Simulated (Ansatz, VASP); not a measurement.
## SnO2 (Cassiterite): VASP beside Ansatz

Aim: how closely do two programs agree when they are given the same cell, functional and k mesh? The cell is taken from a series of runs on this material, whose earlier steps may have relaxed, scaled, displaced or heated it; both programs get it as it stands.

Main program and level: Ansatz 0.2.0; plane waves, with VASP 6.6.1 beside it; relaxation of cell and atoms at LDA.

**1. Set-up**

The structure is tetragonal, space group P4_2/mnm (No. 136). The conventional cell has a = 4.722 Å, b = 4.722 Å, c = 3.190 Å, α = 90.00°, β = 90.00°, γ = 90.00°. Nearest to Sn lie 6 O at 2.04 to 2.05 Å. O has 3 Sn at 2.04 to 2.05 Å nearest. Farther neighbours and most contacts between anions are not listed.

Coordinates:

```
Sn O
1.0
     4.72228    0.00000    0.00000
     0.00000    4.72228    0.00000
     0.00000    0.00000    3.19049
Sn O
2 4
Cartesian
  0.0000 0.0000 0.0000
  2.3611 2.3611 1.5952
  1.4453 1.4453 0.0000
  0.9158 3.8065 1.5952
  3.2769 3.2769 0.0000
  3.8065 0.9158 1.5952
```

**2. VASP: relaxation of cell and atoms, LDA**

The relaxed volume is the usual yardstick between codes: in a stiff, nearly cubic crystal its relative difference is about their pressure difference at one cell divided by the bulk modulus.

Lines of VASP's logs that name or quote its potential files are left out, and so is its time.

Input file INCAR:

```
SYSTEM = SnO2
PREC = Accurate
ENCUT = 600
EDIFF = 1E-07
NELM = 120
ISMEAR = 0
SIGMA = 0.01
LREAL = .FALSE.
ALGO = Normal
GGA = CA
NBANDS = 32
LORBIT = 11
LWAVE = .FALSE.
LCHARG = .FALSE.
ISIF = 3
IBRION = 2
NSW = 80
EDIFFG = -0.005
LASPH = .TRUE.
GGA_COMPAT = .FALSE.
NELMIN = 4
EFERMI = MIDGAP
KPAR = 2
```

Input file POSCAR:

```
SnO2
1.0
    4.7222780000      0.0000000000      0.0000000000
    0.0000000000      4.7222780000      0.0000000000
    0.0000000000      0.0000000000      3.1904920000
Sn O
2 4
Direct
    0.0000000000      0.0000000000      0.0000000000
    0.5000000000      0.5000000000      0.5000000000
    0.3060685966      0.3060685966      0.0000000000
    0.1939314034      0.8060685966      0.5000000000
    0.6939314034      0.6939314034      0.0000000000
    0.8060685966      0.1939314034      0.5000000000
```

Input file KPOINTS:

```
Automatic mesh
0
Gamma
6 6 8
0 0 0
```

Potentials, in the order of the species: Sn_d and O (LDA family, release 64).

Started as:

```sh
> mpirun -np 2 vasp_std
```

Numbers of over 12 decimals in the logs are rounded to 6 here.

The program printed:

```text
[banner, memory and clock lines left out]
running    2 mpi-ranks, on    1 nodes
 distrk:  each k-point on    1 cores,    2 groups
 distr:  one band on    1 cores,    1 groups

 POSCAR found type information on POSCAR SnO
 POSCAR found :  2 types and       6 ions
 LDA part: xc-table for (Slater(with rela. corr.)+CA(PZ))
 , standard interpolation
 POSCAR, INCAR and KPOINTS ok, starting setup
 FFT: planning ... GRIDC
 FFT: planning ... GRID_SOFT
 FFT: planning ... GRID
 WAVECAR not read
 entering main loop
       N       E                     dE             d eps       ncg     rms          rms(c)
DAV:   1     0.664802741887E+03    0.66480E+03   -0.28435E+04  3528   0.278E+03
DAV:   2     0.539349657898E+02   -0.61087E+03   -0.58466E+03  3568   0.708E+02
DAV:   3    -0.432415299770E+02   -0.97176E+02   -0.95578E+02  3592   0.229E+02
DAV:   4    -0.483063063834E+02   -0.50648E+01   -0.50394E+01  3896   0.567E+01
DAV:   5    -0.484611301061E+02   -0.15482E+00   -0.15475E+00  4016   0.103E+01    0.158E+01
DAV:   6    -0.423529133129E+02    0.61082E+01   -0.22085E+01  5264   0.703E+01    0.618E+00
DAV:   7    -0.423837566082E+02   -0.30843E-01   -0.20522E+00  3712   0.841E+00    0.325E+00
DAV:   8    -0.423066050438E+02    0.77152E-01   -0.28439E-01  5008   0.517E+00    0.735E-01
DAV:   9    -0.422904082786E+02    0.16197E-01   -0.64051E-02  5136   0.378E+00    0.133E-01
DAV:  10    -0.422905484469E+02   -0.14017E-03   -0.44222E-03  4560   0.570E-01    0.463E-02
DAV:  11    -0.422905559172E+02   -0.74702E-05   -0.20651E-04  5144   0.195E-01    0.217E-02
DAV:  12    -0.422905595427E+02   -0.36256E-05   -0.22653E-05  4712   0.451E-02    0.150E-02
DAV:  13    -0.422905554970E+02    0.40457E-05   -0.14304E-05  5136   0.460E-02    0.173E-03
DAV:  14    -0.422905555964E+02   -0.99407E-07   -0.14261E-06  3720   0.891E-03    0.902E-04
DAV:  15    -0.422905555993E+02   -0.28931E-08   -0.48457E-08  2600   0.202E-03
   1 F= -.42290556E+02 E0= -.42290556E+02  d E =-.422906E+02
 curvature:   0.00 expect dE= 0.000E+00 dE for cont linesearch  0.000E+00
 trial: gam= 0.00000 g(F)=  0.764E-04 g(S)=  0.371E-02 ort = 0.000E+00 (trialstep = 0.100E+01)
 search vector abs. value=  0.379E-02
 bond charge predicted
       N       E                     dE             d eps       ncg     rms          rms(c)
DAV:   1    -0.423222397434E+02   -0.31684E-01   -0.84258E-01  4056   0.148E+01    0.123E+00
DAV:   2    -0.422956998348E+02    0.26540E-01   -0.76484E-02  4488   0.323E+00    0.435E-01
DAV:   3    -0.422904649090E+02    0.52349E-02   -0.10262E-02  4736   0.230E+00    0.131E-01
DAV:   4    -0.422897881217E+02    0.67679E-03   -0.18659E-03  4656   0.984E-01    0.263E-02
DAV:   5    -0.422897886805E+02   -0.55872E-06   -0.54316E-04  4096   0.192E-01    0.122E-02
DAV:   6    -0.422897738821E+02    0.14798E-04   -0.22604E-05  4096   0.453E-02    0.763E-03
DAV:   7    -0.422897737046E+02    0.17754E-06   -0.18063E-06  4608   0.133E-02    0.331E-03
DAV:   8    -0.422897735466E+02    0.15796E-06   -0.54951E-07  3944   0.127E-02    0.546E-04
DAV:   9    -0.422897735688E+02   -0.22202E-07   -0.24352E-07  2808   0.352E-03
   2 F= -.42289774E+02 E0= -.42289774E+02  d E =0.782030E-03
 trial-energy change:    0.000782  1 .order    0.000767   -0.003786    0.005319
 step:   0.4134(harm=  0.4158)  dis= 0.00028  next Energy=   -42.291337 (dE=-0.781E-03)
 bond charge predicted
       N       E                     dE             d eps       ncg     rms          rms(c)
DAV:   1    -0.423025531539E+02   -0.12780E-01   -0.28754E-01  4048   0.848E+00    0.723E-01
DAV:   2    -0.422933667494E+02    0.91864E-02   -0.26422E-02  4464   0.192E+00    0.255E-01
DAV:   3    -0.422915747994E+02    0.17920E-02   -0.35317E-03  4672   0.138E+00    0.772E-02
DAV:   4    -0.422913419713E+02    0.23283E-03   -0.63426E-04  4608   0.580E-01    0.157E-02
DAV:   5    -0.422913426343E+02   -0.66297E-06   -0.18823E-04  4056   0.114E-01    0.714E-03
DAV:   6    -0.422913377233E+02    0.49110E-05   -0.80307E-06  4128   0.265E-02    0.438E-03
DAV:   7    -0.422913376641E+02    0.59262E-07   -0.55696E-07  3824   0.781E-03
   3 F= -.42291338E+02 E0= -.42291338E+02  d E =-.782065E-03
 curvature:  -0.21 expect dE=-0.127E-05 dE for cont linesearch -0.164E-06
 trial: gam= 0.01605 g(F)=  0.434E-05 g(S)=  0.176E-05 ort =-0.547E-04 (trialstep = 0.883E+00)
 search vector abs. value=  0.533E-05
 reached required accuracy - stopping structural energy minimisation
```

Parts of OUTCAR (step 2):

```text
ion  position               nearest neighbor table
   1  0.000  0.000  0.000-   3 2.04   5 2.04   4 2.05   6 2.05   4 2.05   6 2.05   2 3.70   2 3.70
                             2 3.70   2 3.70   2 3.70   2 3.70   2 3.70   2 3.70
   2  0.500  0.500  0.500-   4 2.04   6 2.04   5 2.05   3 2.05   3 2.05   5 2.05   1 3.70   1 3.70
                             1 3.70   1 3.70   1 3.70   1 3.70   1 3.70   1 3.70
   3  0.306  0.306  0.000-   1 2.04   2 2.05   2 2.05
   4  0.194  0.806  0.500-   2 2.04   1 2.05   1 2.05
   5  0.694  0.694  0.000-   1 2.04   2 2.05   2 2.05
   6  0.806  0.194  0.500-   2 2.04   1 2.05   1 2.05

  LATTYP: Found a simple tetragonal cell.
 ALAT       =     4.7222780000
 C/A-ratio  =     0.6756256197

 Subroutine GETGRP returns: Found 16 space group operations
 (whereof  8 operations were pure point group operations)

The static configuration has the point symmetry D_2h.
 The point group associated with its full space group is D_4h.

 Found     50 irreducible k-points:

   k-points           NKPTS =     50   k-points in BZ     NKDIM =     50   number of bands    NBANDS=     32

   dimension x,y,z NGX =    40 NGY =   40 NGZ =   28
   dimension x,y,z NGXF=    80 NGYF=   80 NGZF=   56

   ENCUT  =  600.0 eV  44.10 Ry    6.64 a.u.   9.43  9.43  6.37*2*pi/ulx,y,z

   NELECT =      52.0000    total number of electrons

 k-points in reciprocal lattice and weights: Automatic mesh
   0.00000000  0.00000000  0.00000000       0.003
   0.16666667  0.00000000  0.00000000       0.014
   0.33333333  0.00000000  0.00000000       0.014
   0.50000000  0.00000000  0.00000000       0.007
   0.16666667  0.16666667  0.00000000       0.014
   0.33333333  0.16666667  0.00000000       0.028
   0.50000000  0.16666667  0.00000000       0.014
   0.33333333  0.33333333  0.00000000       0.014
   0.50000000  0.33333333  0.00000000       0.014
[...]
0.50000000  0.33333333  0.50000000       0.014
   0.50000000  0.50000000  0.50000000       0.003

 average (electrostatic) potential at core
       1 -99.1789       2 -99.1789       3 -68.9781       4 -68.9781       5 -68.9781
       6 -68.9781

 E-fermi :   6.4616

 k-point     1 :       0.0000    0.0000    0.0000
  band No.  band energies     occupation
    ...
     22       4.6048      2.00000
     23       4.6048      2.00000
     24       5.0821      2.00000
     25       5.0821      2.00000
     26       5.8871      2.00000
     27       7.0362      0.00000
     28      11.8105      0.00000
     29      11.9387      0.00000
     30      11.9387      0.00000
     31      15.9832      0.00000
    ...

 k-point     2 :       0.1667    0.0000    0.0000
  band No.  band energies     occupation
    ...
     22       4.5272      2.00000
     23       4.6118      2.00000
     24       4.6284      2.00000
     25       5.1023      2.00000
     26       5.7420      2.00000
     27       7.7362      0.00000
     28      11.5936      0.00000
     29      12.0576      0.00000
     30      12.1917      0.00000
     31      16.2697      0.00000
    ...

 k-point     3 :       0.3333    0.0000    0.0000
  band No.  band energies     occupation
    ...
     22       4.2123      2.00000
     23       4.6291      2.00000
     24       4.6512      2.00000
     25       5.1543      2.00000
     26       5.4326      2.00000
     27       8.9860      0.00000
     28      11.1040      0.00000
     29      12.4026      0.00000
     30      12.5606      0.00000
     31      16.6345      0.00000
    ...

  Total       -0.0101260     -0.0101260      0.0037896      0.0000000      0.0000000      0.0000000
  in kB       -0.2271619     -0.2271619      0.0850134      0.0000000      0.0000000      0.0000000
  external PRESSURE =      -0.1231035 kB  Pullay stress =       0.0000000 kB

  energy-cutoff  :      600.00
  volume of cell :       71.42
      direct lattice vectors                 reciprocal lattice vectors
     4.727282802  0.000000000  0.000000000     0.211538011  0.000000000  0.000000000
    -0.000000000  4.727282802  0.000000000     0.000000000  0.211538011  0.000000000
     0.000000000  0.000000000  3.195877665     0.000000000  0.000000000  0.312903091

 POSITION                                       TOTAL-FORCE (eV/Angst)
 -----------------------------------------------------------------------------------
      0.00000      0.00000      0.00000         0.000000      0.000000      0.000000
      2.36364      2.36364      1.59794         0.000000      0.000000      0.000000
      1.44659      1.44659      0.00000         0.003355      0.003355      0.000000
      0.91705      3.81023      1.59794        -0.003355      0.003355      0.000000
      3.28069      3.28069      0.00000        -0.003355     -0.003355     -0.000000
      3.81023      0.91705      1.59794         0.003355     -0.003355     -0.000000
 -----------------------------------------------------------------------------------
    total drift:                               -0.000000      0.000000     -0.000000

  FREE ENERGIE OF THE ION-ELECTRON SYSTEM (eV)
  ---------------------------------------------------
  free  energy   TOTEN  =       -42.2913376641 eV

  energy  without entropy=      -42.2913376641  energy(sigma->0) =      -42.29133766

 reached required accuracy - stopping structural energy minimisation

 total charge
# of ion       s       p       d       tot
------------------------------------------
    1        0.894   1.125  10.390  12.409
    2        0.894   1.125  10.390  12.409
    3        1.546   3.496   0.000   5.042
    4        1.546   3.496   0.000   5.042
    5        1.546   3.496   0.000   5.042
    6        1.546   3.496   0.000   5.042
--------------------------------------------------
tot          7.971  16.235  20.780  44.986

[... 3 further parts left out ...]
```

CONTCAR:

```
SnO2
   1.00000000000000
     4.7272828017092348    0.0000000000000000    0.0000000000000000
    -0.0000000000000000    4.7272828017092348    0.0000000000000000
     0.0000000000000000    0.0000000000000000    3.1958776651256198
  Sn              O
     2     4
Direct
     0.0000000000000000    0.0000000000000000    0.0000000000000000
     0.5000000000000000    0.5000000000000000    0.5000000000000000
     0.3060089582611590    0.3060089582611590    0.0000000000000000
     0.1939910417388409    0.8060089582611591    0.5000000000000000
     0.6939910417388409    0.6939910417388409    0.0000000000000000
     0.8060089582611591    0.1939910417388409    0.5000000000000000
```

The run keeps the 16 symmetry operations of its start, so it cannot find a distortion of lower symmetry.

(Continued in part 2 of 2.)

[Lines on the potential files, build, host, timing and source positions are cut from VASP's logs without a mark.]

[Logs are printed without paths, hosts, clocks, repeated set-up lines and the standing remarks that a program may print on its own settings, such as how far it seeks lower states.]

[Hosts, paths, dates, database ids (printed as entryN), source tags and the programs' standing remarks are cut or masked in the printed files.]
